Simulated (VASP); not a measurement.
# Si3N4 (P6_3/m) in VASP: settings compared, part 2 of 2

VASP 6.6.1. Earlier steps stand in the parts before.

## 4. Relaxation of cell and atoms, PBE

INCAR reads:

```
SYSTEM = Si3N4
PREC = Accurate
ENCUT = 600
EDIFF = 1E-6
ISMEAR = 0
SIGMA = 0.03
LREAL = .FALSE.
LASPH = .TRUE.
NELM = 80
ALGO = Normal
ISIF = 3
LWAVE = .FALSE.
LCHARG = .FALSE.
GGA = PE
IBRION = 2
NSW = 90
EDIFFG = -0.01
KPAR = 4
```

KPOINTS reads:

```
Automatic mesh
0
G
  6 6 9
  0 0 0
```

POSCAR reads:

```
Si3N4
1.0
    7.6044000000      0.0000000000      0.0000000000
   -3.8022000000      6.5856035805      0.0000000000
    0.0000000000      0.0000000000      2.9063000000
Si N
6 8
Direct
    0.7684770000      0.1745570000      0.2500000000
    0.5939200000      0.7684770000      0.7500000000
    0.8254430000      0.5939200000      0.2500000000
    0.2315230000      0.8254430000      0.7500000000
    0.4060800000      0.2315230000      0.2500000000
    0.1745570000      0.4060800000      0.7500000000
    0.0305000000      0.3302400000      0.2500000000
    0.7002600000      0.0305000000      0.7500000000
    0.6697600000      0.7002600000      0.2500000000
    0.9695000000      0.6697600000      0.7500000000
    0.2997400000      0.9695000000      0.2500000000
    0.3302400000      0.2997400000      0.7500000000
    0.6666666667      0.3333333333      0.2500000000
    0.3333333333      0.6666666667      0.7500000000
```

Potentials or basis: VASP PAW PBE potentials, release 64 (Si, N).

Command:

```
$ cat potpaw_PBE.64/Si/POTCAR potpaw_PBE.64/N/POTCAR > POTCAR
$ mpirun -np 4 vasp_std > vasp.out
```

OUTCAR:

```text
SYSTEM = Si3N4
   PREC = Accurate
   ENCUT = 600
   EDIFF = 1E-6
   ISMEAR = 0
   LREAL = .FALSE.
   LASPH = .TRUE.
   NELM = 80
   ISIF = 3
   GGA = PE
   IBRION = 2
   NSW = 90
   EDIFFG = -0.01

 ion  position               nearest neighbor table
   1  0.768  0.175  0.250-  13 1.73   8 1.74   8 1.74   7 1.74   3 3.00   5 3.00   2 3.05   2 3.05
                             6 3.05   6 3.05
   2  0.594  0.768  0.750-  14 1.73   9 1.74   9 1.74   8 1.74   6 3.00   4 3.00   1 3.05   1 3.05
                             3 3.05   3 3.05
   3  0.825  0.594  0.250-  13 1.73  10 1.74  10 1.74   9 1.74   1 3.00   5 3.00   4 3.05   4 3.05
                             2 3.05   2 3.05
   4  0.232  0.825  0.750-  14 1.73  11 1.74  11 1.74  10 1.74   6 3.00   2 3.00   5 3.05   5 3.05
                             3 3.05   3 3.05
   5  0.406  0.232  0.250-  13 1.73  12 1.74  12 1.74  11 1.74   3 3.00   1 3.00   4 3.05   4 3.05
                             6 3.05   6 3.05
   6  0.175  0.406  0.750-  14 1.73   7 1.74   7 1.74  12 1.74   4 3.00   2 3.00   1 3.05   1 3.05
[... 479 lines left out ...]
 cond. band min:      10.8071416011   @ k =   0.0000   0.0000   0.0000
 fundamental gap:      4.2753446664
 Fermi energy:         6.6886999863

 k-point     1 :       0.0000    0.0000    0.0000
  band No.  band energies     occupation
      1     -11.5225      2.00000
      2     -10.1028      2.00000
      3     -10.1028      2.00000
      4      -9.4673      2.00000
      5      -9.3323      2.00000
      6      -9.3323      2.00000
[... 1021 lines left out ...]
     39      13.8438      0.00000
     40      14.1751      0.00000

 [... further k-points ...]

------------------------ aborting loop because EDIFF is reached ----------------------------------------

  FORCE on cell =-STRESS in cart. coord.  units (eV):
  Direction    XX          YY          ZZ          XY          YZ          ZX
  --------------------------------------------------------------------------------------
  -------------------------------------------------------------------------------------
  Total        0.0079497      0.0079497     -0.0048602     -0.0000000      0.0000000      0.0000000
  in kB        0.0857065      0.0857065     -0.0523986     -0.0000005      0.0000000      0.0000000
  external PRESSURE =       0.0396715 kB  Pullay stress =       0.0000000 kB
[... 29 lines left out ...]
  FREE ENERGIE OF THE ION-ELECTRON SYSTEM (eV)
  ---------------------------------------------------
  free  energy   TOTEN  =      -114.5511977532 eV

  energy  without entropy=     -114.5511977532  energy(sigma->0) =     -114.55119775

 reached required accuracy - stopping structural energy minimisation
```

OSZICAR:

```text
N       E                     dE             d eps       ncg     rms          rms(c)
DAV:   1     0.347022154158E+03    0.34702E+03   -0.34951E+04  3200   0.167E+03
DAV:   2    -0.103050284783E+03   -0.45007E+03   -0.43207E+03  4184   0.335E+02
DAV:   3    -0.130744859089E+03   -0.27695E+02   -0.27525E+02  3840   0.937E+01
[... 82 lines left out ...]
       N       E                     dE             d eps       ncg     rms          rms(c)
DAV:   1    -0.114551170237E+03    0.57124E-05   -0.35033E-02  3200   0.104E+00    0.378E-02
DAV:   2    -0.114551207492E+03   -0.37256E-04   -0.55762E-04  3928   0.117E-01    0.213E-02
DAV:   3    -0.114551199897E+03    0.75955E-05   -0.17484E-05  3872   0.244E-02    0.114E-02
DAV:   4    -0.114551197580E+03    0.23172E-05   -0.90041E-06  3824   0.168E-02    0.273E-03
DAV:   5    -0.114551197753E+03   -0.17349E-06   -0.17820E-06  2688   0.702E-03
  12 F= -.11455120E+03 E0= -.11455120E+03  d E =-.477351E-04
```

Run time: 4.4 min. Hardware: 4 MPI ranks of AMD EPYC 9R45 (Zen 5), shared host; peak memory 0.43 GiB.

Results:

```yaml
Free_energy: -114.5512 eV
Relaxed_volume: 10.61 Å³/atom
Relaxed_cell: a = 7.659 Å, b = 7.659 Å, c = 2.925 Å, α = 90.00°, β = 90.00°, γ = 120.00°
Space_group_after_relaxing_to_0.05_Å: P6_3/m (No. 176)
Energy_gained_by_relaxing: 3.5 meV/atom
Ionic_steps: 12
Pressure_after_relaxing: 0.0 GPa
Largest_force_after_relaxing: 0.009 eV/Å
Band_gap_on_the_k_mesh: 4.28 eV, indirect (least direct gap 4.45 eV)
```

Forces on the atoms (eV/Å):
```
Si  -0.001  0.009  0.000
Si  -0.008  0.003  0.000
Si  -0.007 -0.005  0.000
Si   0.001 -0.009  0.000
Si   0.008 -0.003  0.000
Si   0.007  0.005  0.000
N   -0.006  0.004  0.000
N   -0.006 -0.003  0.000
N    0.000 -0.007  0.000
N    0.006 -0.004  0.000
N    0.006  0.003  0.000
N    0.000  0.007  0.000
N    0.000  0.000  0.000
N    0.000  0.000  0.000
```

The path:
```tsv
step	energy change (eV)	largest force (eV/Å)	pressure (GPa)	volume (Å³)
1	0.0000	0.0493	5.19	145.55
2	0.0367	0.0887	-6.33	152.75
3	-0.0483	0.0290	-0.03	148.59
4	-0.0483	0.0284	0.08	148.53
5	-0.0485	0.0366	0.06	148.55
6	-0.0485	0.0249	0.07	148.55
7	-0.0486	0.0167	-0.07	148.63
8	-0.0486	0.0113	-0.03	148.61
9	-0.0487	0.0114	-0.01	148.60
10	-0.0487	0.0141	0.04	148.58
11	-0.0487	0.0104	0.03	148.59
12	-0.0487	0.0087	0.00	148.61
```

Final structure:
```
Si N
1.0
     7.65937    0.00000    0.00000
    -3.82969    6.63321    0.00000
     0.00000    0.00000    2.92503
Si N
6 8
Direct
  0.76880 0.17487 0.25000
  0.59393 0.76880 0.75000
  0.82513 0.59393 0.25000
  0.23120 0.82513 0.75000
  0.40607 0.23120 0.25000
  0.17487 0.40607 0.75000
  0.03073 0.32988 0.25000
  0.70085 0.03073 0.75000
  0.67012 0.70085 0.25000
  0.96927 0.67012 0.75000
  0.29915 0.96927 0.25000
  0.32988 0.29915 0.75000
  0.66667 0.33333 0.25000
  0.33333 0.66667 0.75000
```

Caveat: an odd mesh through Γ misses points on the zone boundary, where band edges often lie. PBE usually gives volumes a little too large and moduli too small.

## 5. Relaxation of cell and atoms, PBE

This run uses another cell than the first one, of 10.61 Å³/atom, 1.021 times its volume.

Edit INCAR of step 4 so:

```diff
@@ -3,3 +3,3 @@
 ENCUT = 600
-EDIFF = 1E-6
+EDIFF = 1E-7
 ISMEAR = 0
@@ -16,3 +16,3 @@
 NSW = 90
-EDIFFG = -0.01
+EDIFFG = -0.005
 KPAR = 4
```

KPOINTS is that of step 4.

POSCAR reads:

```
Si3N4                                   
1.0
    7.6593708534      0.0000000100     -0.0000000000
   -3.8296854353      6.6332097310     -0.0000000000
   -0.0000000000      0.0000000000      2.9250349177
  Si              N             
     6     8
Direct
     0.7688014445784463    0.1748680112545921    0.2500000000000000
     0.5939334333238541    0.7688014445784463    0.7500000000000000
     0.8251319887454076    0.5939334333238541    0.2500000000000000
     0.2311985554215538    0.8251319887454076    0.7500000000000000
     0.4060665666761459    0.2311985554215538    0.2500000000000000
     0.1748680112545921    0.4060665666761459    0.7500000000000000
     0.0307289350189709    0.3298782463767556    0.2500000000000000
     0.7008506886422153    0.0307289350189709    0.7500000000000000
     0.6701217536232446    0.7008506886422153    0.2500000000000000
     0.9692710649810291    0.6701217536232444    0.7500000000000000
     0.2991493113577846    0.9692710649810291    0.2500000000000000
     0.3298782463767556    0.2991493113577846    0.7500000000000000
     0.6666666667000030    0.3333333332999970    0.2500000000000000
     0.3333333332999970    0.6666666667000030    0.7500000000000000
```

Command:

```
$ cat potpaw_PBE.64/Si/POTCAR potpaw_PBE.64/N/POTCAR > POTCAR
$ mpirun -np 4 vasp_std > vasp.out
```

Run time: 1.9 min. Hardware: 4 MPI ranks of AMD EPYC 9R45 (Zen 5), shared host; peak memory 0.41 GiB.

It converged, with:

```
Free energy               : -114.5557 eV
Energy gained by relaxing : 0.0 meV/atom
Ionic steps               : 4
Pressure after relaxing   : 0.0 GPa
Band gap on the k mesh    : 4.28 eV, indirect (least direct gap 4.45 eV)
```

Forces on the atoms (eV/Å):
```
Si   0.000  0.000  0.000
Si   0.000  0.000  0.000
Si   0.000  0.000  0.000
Si   0.000  0.000  0.000
Si   0.000  0.000  0.000
Si   0.000  0.000  0.000
N    0.001  0.002  0.000
N   -0.001  0.002  0.000
N   -0.002  0.000  0.000
N   -0.001 -0.002  0.000
N    0.001 -0.002  0.000
N    0.002  0.000  0.000
N    0.000  0.000  0.000
N    0.000  0.000  0.000
```

Final structure:
```yaml
crystal:
  lattice:
    - [7.65972, 0.00000, 0.00000]
    - [-3.82986, 6.63351, 0.00000]
    - [0.00000, 0.00000, 2.92460]
  atoms:
    - { symbol: Si, position: [0.76883, 0.17493, 0.25000] }
    - { symbol: Si, position: [0.59390, 0.76883, 0.75000] }
    - { symbol: Si, position: [0.82507, 0.59390, 0.25000] }
    - { symbol: Si, position: [0.23117, 0.82507, 0.75000] }
    - { symbol: Si, position: [0.40610, 0.23117, 0.25000] }
    - { symbol: Si, position: [0.17493, 0.40610, 0.75000] }
    - { symbol: N, position: [0.03073, 0.32995, 0.25000] }
    - { symbol: N, position: [0.70078, 0.03073, 0.75000] }
    - { symbol: N, position: [0.67005, 0.70078, 0.25000] }
    - { symbol: N, position: [0.96927, 0.67005, 0.75000] }
    - { symbol: N, position: [0.29922, 0.96927, 0.25000] }
    - { symbol: N, position: [0.32995, 0.29922, 0.75000] }
    - { symbol: N, position: [0.66667, 0.33333, 0.25000] }
    - { symbol: N, position: [0.33333, 0.66667, 0.75000] }
```

Levels at points of the mesh, in eV from the valence-band top:
| k point | band 30 | band 31 | band 32 | band 33 | band 34 | band 35 |
| --- | --- | --- | --- | --- | --- | --- |
| (0.00, 0.00, 0.00) | -0.43 | -0.37 | -0.17 | 4.28 | 4.63 | 4.81 |
| (0.50, 0.00, 0.00) | -0.75 | -0.30 | -0.23 | 4.54 | 4.65 | 4.81 |

Caveat: an odd mesh through Γ misses points on the zone boundary, where band edges often lie.
